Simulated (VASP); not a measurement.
OSZICAR of a VASP run on LiH (rock salt):

OSZICAR:
```
       N       E                     dE             d eps       ncg     rms          rms(c)
DAV:   1    -0.812651280312E+00   -0.81265E+00   -0.14327E+03   576   0.592E+02
DAV:   2    -0.620771921964E+01   -0.53951E+01   -0.51329E+01   798   0.705E+01
DAV:   3    -0.634131448080E+01   -0.13360E+00   -0.13351E+00   708   0.101E+01
DAV:   4    -0.634242004854E+01   -0.11056E-02   -0.11056E-02   744   0.885E-01
DAV:   5    -0.634242993852E+01   -0.98900E-05   -0.98900E-05   720   0.590E-02    0.282E+00
DAV:   6    -0.616054734201E+01    0.18188E+00   -0.16590E-01   624   0.179E+00    0.140E+00
DAV:   7    -0.610282390989E+01    0.57723E-01   -0.21054E-01   732   0.227E+00    0.226E-01
DAV:   8    -0.610488953456E+01   -0.20656E-02   -0.56134E-03   666   0.632E-01    0.458E-02
DAV:   9    -0.610486515139E+01    0.24383E-04   -0.24932E-04   804   0.903E-02    0.103E-02
DAV:  10    -0.610486265966E+01    0.24917E-05   -0.70730E-06   666   0.252E-02    0.372E-03
DAV:  11    -0.610486192455E+01    0.73511E-06   -0.63927E-07   396   0.534E-03
   1 F= -.61048619E+01 E0= -.61048619E+01  d E =-.297819E-16
```

Q: Which electronic solver shows in the log?

A: It is blocked Davidson (ALGO = Normal, or the opening steps of other solvers). The INCAR had ALGO = Normal.

Q: Can the final energy be trusted as converged?

A: Self-consistency was reached. It stopped with EDIFF = 1E-6, NELM = 100 (PBE GGA, plane waves, VASP's PBE PAW potentials (set 64)).

The compound is LiH in the rock salt structure. The cell was not relaxed at this level. The run is one of a series of settings (ISMEAR = 2, SIGMA = 0.1 against the base run), some of them coarse on purpose.
